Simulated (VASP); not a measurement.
Runs of VASP 6.6.1 on CaZr. All rows change the cell; the cell of one of them follows. It takes space group Pm-3m (No. 221, cubic). The conventional cell has a = 3.866 Å, b = 3.866 Å, c = 3.866 Å, α = 90.00°, β = 90.00°, γ = 90.00°. Around Ca (site symmetry m-3m) lie 8 Zr at 3.35 Å. Zr (site symmetry m-3m) has 8 Ca at 3.35 Å as nearest neighbours. The cell was built by a generator and needn't be a form met in nature.

| task | cell | k mesh | cutoff (eV) | mesh quality | gap on the mesh (eV) | pressure (GPa) | relaxed volume (Å³/atom) |
| --- | --- | --- | --- | --- | --- | --- | --- |
| single point | species swapped into the TmMg type (Pm-3m, No. 221) | 14 × 14 × 14 | 520 | not flagged | none | 0.0 | - |
| single point | species swapped into the TmMg type (Pm-3m, No. 221) | 4 × 4 × 4 | 520 | coarse | none | 0.0 | - |
| relaxation of cell and atoms | relaxed from: species swapped into the TmMg type (Pm-3m, No. 221) | 4 × 4 × 4 | 600 | coarse | none | 0.0 | 29.09 |
| relaxation of cell and atoms | relaxed from: species swapped into the TmMg type (Pm-3m, No. 221) | 14 × 14 × 14 | 600 | not flagged | none | 0.0 | (a) |

Alike in all rows: level PBE; potentials or basis VASP PAW PBE potentials, release 64 (Ca_sv, Zr_sv); no spin polarisation; smearing gaussian 0.1 eV.

Problem. Estimate the missing entries.

Solution. (a) 28.91.

Caveats: some runs use coarse meshes.

A k mesh can miss the band edges, and the runs leave out spin-orbit coupling on Zr.

A gap of «none» marks a metal or a gap under the smearing width.
